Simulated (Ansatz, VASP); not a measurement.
# WSeS: VASP beside Ansatz

Wanted: the spread between two codes on one cell, functional and k mesh. The cell is generated by rule, not measured, and may not be a known phase. The cell is taken from a series of runs on this material, whose earlier steps may have relaxed, scaled, displaced or heated it; both programs get it as it stands.

Calculated with Ansatz 0.2.0; plane waves, with VASP 6.6.1 beside it; G0W0 gap at PBEsol.

The structure was built from a prototype and need not be the compound's stable phase.

## 1. The starting structure

It takes space group P6_3mc (No. 186, hexagonal). The conventional cell has a = 3.171 Å, b = 3.171 Å, c = 12.076 Å, α = 90.00°, β = 90.00°, γ = 120.00°. Nearest to W lie 3 S at 2.39 Å and 3 Se at 2.51 Å. Nearest to S lie 3 W at 2.39 Å. Nearest to Se lie 3 W at 2.51 Å. It derives from S1Se1W1. Farther neighbours and most contacts between anions are not listed.

## 2. Ansatz: G0W0 gap, PBEsol

Ansatz runs on its PAW soft_1 files.

Quasiparticle shifts depend on high empty states and on the cores, so they are the hardest test of two PAW sets.

The input, input.yaml:

```yaml
crystal:
  lattice:
    - [3.1714550191, 0.0, 0.0]
    - [-1.5857275096, 2.7465606135, 0.0]
    - [0.0, 0.0, 12.0762625023]
  atoms:
    - { symbol: W, position: [0.3333333333, 0.6666666667, 0.2549127471] }
    - { symbol: S, position: [0.6666666667, 0.3333333333, 0.3822884343] }
    - { symbol: Se, position: [0.6666666667, 0.3333333333, 0.1127988187] }
    - { symbol: W, position: [0.6666666667, 0.3333333333, 0.7549127471] }
    - { symbol: S, position: [0.3333333333, 0.6666666667, 0.8822884343] }
    - { symbol: Se, position: [0.3333333333, 0.6666666667, 0.6127988187] }
kpoints:
  mp_grid: { grid: [9, 9, 2] }
hamiltonian:
  xc: pbesol
  pseudopotentials: { kind: paw, azcp: { folder: soft_1 }, xc_functional: pbe }
scf:
  occupations: { method: fixed }
gw:
  n_empty_bands: 111
  ecut_chi: 60
  qp_bands: [v2, c2]
  qp_kpoints: band_edges
  screening: { model: contour_deformation }
```

The run is started by

```sh
ansatz run input.yaml --threads 2 --pin off --max-ram 92160MiB --backend cuda --events-out ev --progress --plain --runs-dir out --devices 1 --max-vram 13GiB
```

Numbers of over 12 decimals in the logs are rounded to 6 here.

Output:

```text
GPUs: using 1 of 1 available (devices: 1).
Engine: ansatz 0.2.0, x86_64-unknown-linux-gnu
Pseudopotentials: kind: paw
Pseudopotential: W, paw, valence charge 14, recommended cutoff 420 eV (normal), soft_1/W.paw.azcp
Pseudopotential: S, paw, valence charge 6, recommended cutoff 420 eV (normal), soft_1/S.paw.azcp
Pseudopotential: Se, paw, valence charge 16, recommended cutoff 420 eV (normal), soft_1/Se.paw.azcp
Functional definition: PBEsol
  exchange = pbesol_x
  correlation = pbesol_c
device memory: the entry about to start is reckoned to put 1.6 GiB on a device that reports 28.1 GiB free (of which the cap on the GPU budget leaves the run 13.0 GiB)
GPU FFT provider: cuFFT
GPU libraries: cuBLAS 13.8.2, cuFFT 12.4.0, cuSOLVER 12.3.4
Crystal: 6 atoms, lattice volume = 105.191 Å³
Basis set: ecut = 420 eV, 2069 PW (Γ)
Bands: 44, of which v1, the nominal top of the filled ones, is band 36 counted from 1 (35 counted from 0)
Symmetry: 12 space group operations
Space group: P63mc (ITA 186), of the structure as read, at distance tolerance 4.7e-5 Å
k-points: 24 of 162
Non-local potential: W, projectors of the file, l = 0: 3, l = 1: 2, l = 2: 2, l = 3: 1
Non-local potential: S, projectors of the file, l = 0: 2, l = 1: 2, l = 2: 1
Non-local potential: Se, projectors of the file, l = 0: 2, l = 1: 2, l = 2: 3, l = 3: 1
PAW form: soft (Blöchl's): semilocal exchange-correlation on the pseudo side does not see the compensation charge
PAW frozen core: W, regenerated for the run's functional, and the local potential with it (the file was generated under x = pbe(κ = 0.804, μ = 0.219515), c = pbe(β = 0.066725))
PAW frozen core: S, regenerated for the run's functional, and the local potential with it (the file was generated under x = pbe(κ = 0.804, μ = 0.219515), c = pbe(β = 0.066725))
PAW frozen core: Se, regenerated for the run's functional, and the local potential with it (the file was generated under x = pbe(κ = 0.804, μ = 0.219515), c = pbe(β = 0.066725))
PAW one-centre angular grid: W, 590 points (default); XC on 64 Gauss nodes
PAW one-centre angular grid: S, 110 points (default); XC on 64 Gauss nodes
PAW one-centre angular grid: Se, 590 points (default); XC on 64 Gauss nodes
Initial density: superposition of atomic densities (chi_scale 0.1, normalization cell, long waves kept (reshape's long-wave potential 0.02 eV rms))
Initial wavefunctions: pseudopotential atomic-orbital guess
GPU buffer pool allocated for 46656 grid points (all kernels)
GPU transforms: local potential and band sums: pruned to the plane-wave sphere, on 24×24×81
Functional: x = pbesol(κ = 0.804, μ = 0.123457), c = pbesol(β = 0.046)
SCF iter   1: F=—  HF=-33138.961871 eV  |F-HF|=—  |Δ(HF+E_count)|=         —  Δρ=4.10e-2  dr2=5.37e0  ethr=3.10e-3  ⟨swp⟩=4.9  Hψ=3729  notcnv=0  defer=115
preconditioner: auto → Resta (q_TF=auto, 2.561 Å⁻¹)  ε∞=7.0  [insulator: Δε(μ)=0.748 eV  Ē_g=8.838 eV  n_scr=38 (ndim 8)  ℏωp=21.7 eV  f_vac=0.000  ε∞_Penn≈7.0]
SCF iter   2: F=—  HF=-33138.047715 eV  |F-HF|=—  |Δ(HF+E_count)|=   9.14e-1  Δρ=2.41e-2  dr2=9.56e-1  ethr=3.10e-3  ⟨swp⟩=2.2  Hψ=1540  notcnv=0  defer=122
SCF iter   3: F=—  HF=-33137.791862 eV  |F-HF|=—  |Δ(HF+E_count)|=   2.56e-1  Δρ=7.83e-3  dr2=1.95e-1  ethr=1.33e-3  ⟨swp⟩=2.6  Hψ=1461  notcnv=0  defer=115
SCF iter   4: F=—  HF=-33137.756817 eV  |F-HF|=—  |Δ(HF+E_count)|=   3.50e-2  Δρ=2.70e-3  dr2=9.35e-3  ethr=2.71e-4  ⟨swp⟩=2.8  Hψ=1655  notcnv=0  defer=140
SCF iter   5: F=—  HF=-33137.756414 eV  |F-HF|=—  |Δ(HF+E_count)|=   4.03e-4  Δρ=7.56e-4  dr2=9.89e-4  ethr=1.30e-5  ⟨swp⟩=2.6  Hψ=1868  notcnv=0  defer=143
SCF iter   6: F=—  HF=-33137.756545 eV  |F-HF|=—  |Δ(HF+E_count)|=   1.31e-4  Δρ=3.27e-4  dr2=1.47e-4  ethr=1.37e-6  ⟨swp⟩=2.0  Hψ=1856  notcnv=0  defer=142
SCF iter   7: F=—  HF=-33137.756597 eV  |F-HF|=—  |Δ(HF+E_count)|=   5.12e-5  Δρ=1.19e-4  dr2=1.47e-5  ethr=2.05e-7  ⟨swp⟩=2.0  Hψ=1824  notcnv=0  defer=114
SCF iter   8: F=—  HF=-33137.756610 eV  |F-HF|=—  |Δ(HF+E_count)|=   1.34e-5  Δρ=2.78e-5  dr2=7.10e-7  ethr=2.04e-8  ⟨swp⟩=2.0  Hψ=1464  notcnv=0  defer=64
SCF iter   9: F=-33137.756611 eV  HF=-33137.756611 eV  |F-HF|=1.16e-8  |Δ(HF+E_count)|=   8.44e-7  Δρ=5.01e-6  dr2=2.68e-8  ethr=1.39e-10  ⟨swp⟩=10.8  Hψ=4391  notcnv=0
SCF 1 converged in 9 iterations: F = -33137.756611 eV  dr2 = 2.68e-8
  greatest PAW one-centre occupation: 1.000 electrons in one spin orbital (limit 2), on the Se atom at site 5 (counted from 0), in its partial waves of l = 2
device memory: the entry about to start is reckoned to put 1.6 GiB (of the 1.8 GiB reckoned in all, the device holds 0.2 GiB already) on a device that reports 33.2 GiB free (of which the cap on the GPU budget leaves the run 12.9 GiB)
NSCF: frozen V_eff on 24 k-points, pencils in batches of 32, up to order 176
[...]
device memory: the entry about to start is reckoned to put 2.9 GiB on a device that reports 33.4 GiB free (of which the cap on the GPU budget leaves the run 13.0 GiB)
NSCF: frozen V_eff on 24 k-points
G₀W₀ screening: q 1/24
[... further progress lines ...]
device memory: the entry about to start is reckoned to put 0.6 GiB on a device that reports 47.9 GiB free (of which the cap on the GPU budget leaves the run 13.0 GiB)
NSCF: frozen V_eff on 1 k-points
device memory: the entry about to start is reckoned to put 0.6 GiB on a device that reports 48.0 GiB free (of which the cap on the GPU budget leaves the run 13.0 GiB)
NSCF: frozen V_eff on 1 k-points
SCF converged after 9 iterations
Free energy (F): -33137.756611 eV
Harris-Foulkes:  -33137.756611 eV  (|F-HF|=1.16e-8)
Internal energy: -33137.756611 eV  (E = F + TS)
E sigma→0 (E₀):  -33137.756611 eV
Fermi energy:    13.620788 eV
--- Per-component energies (eV) ---
  E_band       = -965.439136
  E_kinetic    = 1285.343425
  E_local      = -7828.089323  (includes V_loc(G=0)·N_el)
  E_nonlocal   = -681.126899
  E_hartree    = 3899.054932
  E_xc         = -881.281731
  E_vxc        = -813.845396  (∫ρ·V_xc dr)
  E_paw        = -22259.357585  (= ΣΔE_a)
  E_vpaw       = -725.833751  (= ΣTr[D̂ρ^β])
  E_aug_tail   = -0.000404  (compensation charges beyond the density's cutoff)
  E_ewald      = -6674.883543
  E_core_change = 2.584518  (= ΣΔE_core)
  E_smearing   = -0.000000  (= −TS)
  E_closure    = 0.000000  (closes the sum)
  Σ components = -33137.756611   (vs F -33137.756611, Δ=0.00e0)
--- Band table (eV; the first three rows and the last of 24) ---
  k-point 0: bands = [... 32 lower, 11.8472, 11.8744, 12.7507, 13.6208, 15.9576, 15.9576, 16.0030, 16.0030, ... 4 higher]
  k-point 1: bands = [... 32 lower, 11.7983, 11.7983, 13.3867, 13.3867, 15.9766, 15.9766, 15.9766, 15.9766, ... 4 higher]
  k-point 2: bands = [... 32 lower, 11.6616, 11.9923, 12.7462, 13.1600, 15.6571, 15.8001, 15.8261, 15.9551, ... 4 higher]
  k-point 23: bands = [... 32 lower, 10.4351, 10.4351, 12.8827, 12.8827, 14.9237, 14.9237, 15.8220, 15.8220, ... 4 higher]
--- G₀W₀: contour deformation, 7 samples at zero and on the imaginary axis and 1 off it, 162 q-points, 111 empty bands' worth ---
  eigenvalues of the whole cell's RPA ε∞ on this k-mesh (on a slab, of 1 + 4πα/V) = 8.9277, 15.4023, 15.4023; static W/v taken at q = 0 is 0.077236
  bands read: the sum over 147 bands ends inside a degenerate multiplet in 13 slots, whose members it reads at an even weight; the widest, k=1: bands 145 to 148 (counted from 1) at 3/4 each
  gw.qp_kpoints: band_edges: 13 of 24 stored k-points solved, in 1 pass; an edge of the gap read off the rows below is read off those points alone
    valence top: of the k-points left out ik 16 came nearest to being solved in a further pass, in band 36 (counted from 1, as in the quasiparticle table): it holds the edge there only if its correction is more favourable than any solved in that band by at least 0.999 eV; those differ by 0.252 eV
    conduction bottom: of the k-points left out ik 14 came nearest to being solved in a further pass, in band 37 (counted from 1, as in the quasiparticle table): it holds the edge there only if its correction is more favourable than any solved in that band by at least 0.523 eV; those differ by 0.146 eV
    ik  band        ε_KS         Σx   Σc(E_QP)       V_xc       Z   E_QP_lin       E_QP  E_QP is
     0    35     12.7507   -18.5329     1.8981   -16.7660  0.7737    12.8818    12.8821  root
     0    36     13.6208   -19.4660     0.8020   -19.0710  0.7706    14.0267    14.0277  root
     0    37     15.9576   -13.8868    -3.7640   -18.3891  0.7610    16.7062    16.6959  root
     0    38     15.9576   -13.8868    -3.7640   -18.3891  0.7610    16.7062    16.6959  root
     1    35     13.3867   -19.2190     1.1042   -18.4501  0.7717    13.7211    13.7219  root
     1    36     13.3867   -19.2190     1.1042   -18.4501  0.7717    13.7211    13.7219  root
     1    37     15.9766   -13.9050    -3.8027   -18.4720  0.7641    16.7515    16.7409  root
     1    38     15.9766   -13.9050    -3.8027   -18.4720  0.7641    16.7515    16.7409  root
     2    35     12.7462   -18.6541     1.9509   -16.8353  0.7736    12.8782    12.8785  root
     2    36     13.1600   -19.2497     1.0284   -18.5870  0.7693    13.5246    13.5257  root
     2    37     15.6571   -13.8870    -3.6205   -18.2354  0.7667    16.3946    16.3850  root
     2    38     15.8001   -13.9713    -3.5441   -18.2227  0.7627    16.5170    16.5075  root
     3    35     13.0680   -19.1743     1.2552   -18.2334  0.7700    13.3815    13.3823  root
     3    36     13.0680   -19.1743     1.2552   -18.2334  0.7700    13.3815    13.3823  root
     3    37     15.7757   -13.9036    -3.6789   -18.3328  0.7687    16.5360    16.5259  root
     3    38     15.7757   -13.9036    -3.6789   -18.3328  0.7687    16.5360    16.5259  root
     4    35     12.1611   -18.8764     1.6055   -17.5280  0.7614    12.4174    12.4182  root
     4    36     12.2219   -18.9387     1.8168   -17.3308  0.7625    12.4302    12.4308  root
     4    37     14.7748   -13.6042    -3.4437   -17.7432  0.7765    15.4763    15.4701  root
     4    38     15.4251   -14.3073    -3.5340   -18.5644  0.7662    16.1568    16.1481  root
    10    35     12.4844   -19.1708     1.3680   -18.1219  0.7637    12.8023    12.8035  root
    10    36     12.5005   -18.8954     1.9610   -17.0894  0.7692    12.6552    12.6555  root
    10    37     14.8024   -13.5861    -3.3116   -17.5769  0.7767    15.4873    15.4815  root
    10    38     15.5166   -14.0624    -3.6985   -18.5264  0.7717    16.2917    16.2821  root
[...]
22    35     12.7371   -18.1719     0.9374   -17.5380  0.7697    13.0399    13.0407  root
    22    36     13.1015   -18.8258     0.7745   -18.4197  0.7710    13.4690    13.4700  root
    22    37     14.9274   -15.7643    -3.4680   -20.0401  0.7683    15.7441    15.7352  root
    22    38     14.9274   -15.7643    -3.4680   -20.0401  0.7683    15.7441    15.7352  root
    23    35     12.8827   -18.3469     0.8437   -17.8326  0.7706    13.2112    13.2121  root
    23    36     12.8827   -18.3469     0.8437   -17.8326  0.7706    13.2112    13.2121  root
    23    37     14.9237   -15.7480    -3.4680   -20.0235  0.7684    15.7401    15.7312  root
    23    38     14.9237   -15.7480    -3.4680   -20.0235  0.7684    15.7401    15.7312  root
```

(Part 1 of 2 ends here.)

[Lines on the potential files, build, host, timing and source positions are cut from VASP's logs without a mark.]

[Logs are printed without paths, hosts, clocks, repeated set-up lines and the standing remarks that a program may print on its own settings, such as how far it seeks lower states.]

[Hosts, paths, dates, database ids (printed as entryN), source tags and the programs' standing remarks are cut or masked in the printed files.]
